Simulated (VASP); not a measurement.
Ni₃Al (L1_2) is relaxed at rising pressure, each step from the one before. Symmetry mostly holds the structure type, and other phases were not tried. The mesh follows the cell, and a change of mesh leaves a small step in the series.

Here is the system:

```cif
data_AlNi3
_chemical_formula_sum 'Al1 Ni3'
_space_group_name_H-M_alt 'P 1'
_space_group_IT_number 1
_cell_length_a 3.56666
_cell_length_b 3.56666
_cell_length_c 3.56666
_cell_angle_alpha 90.000
_cell_angle_beta 90.000
_cell_angle_gamma 90.000
loop_
_space_group_symop_operation_xyz
  'x, y, z'
loop_
_atom_site_label
_atom_site_type_symbol
_atom_site_fract_x
_atom_site_fract_y
_atom_site_fract_z
_atom_site_occupancy
Al1 Al 0.00000 0.00000 0.00000 1
Ni1 Ni 0.00000 0.50000 0.50000 1
Ni2 Ni 0.50000 0.00000 0.50000 1
Ni3 Ni 0.50000 0.50000 0.00000 1
```
Starting moments (μB, in the order of the record's atoms Al Ni Ni Ni): 0.0 0.3 0.3 0.3.

Calculation: PBE GGA, VASP's PBE PAW potentials (set 64) (plane waves; VASP). Run with 500 eV cut-off, 9×9×9 Γ-centred mesh, first-order Methfessel-Paxton smearing of 0.10 eV, potentials Al Ni.

```
P (GPa)  V (Å³/atom)  H − H(0) (eV/atom)  space group  gap on the mesh (eV)  k-mesh
-------  -----------  ------------------  -----------  --------------------  ------
0              11.34               0.000        Pm-3m                  0.00   9×9×9
5              11.05               0.349        Pm-3m                  0.00   9×9×9
10               ___                 ___        Pm-3m                  0.00   9×9×9
20               ___                 ___        Pm-3m                  0.00   9×9×9
30             10.01               1.988        Pm-3m                  0.00   9×9×9
45              9.57               2.903        Pm-3m                  0.00   9×9×9
```

Problem. Fill in the missing entries.

Solution. 
- 10, V (Å³/atom): 10.80
- 10, H − H(0) (eV/atom): 0.690
- 20, V (Å³/atom): 10.36
- 20, H − H(0) (eV/atom): 1.353

Pressures at which the relaxation failed are left out.

The compound is Ni3Al in the L1_2 structure. The spin order is the one that the start imposed; others were not tried in this run.
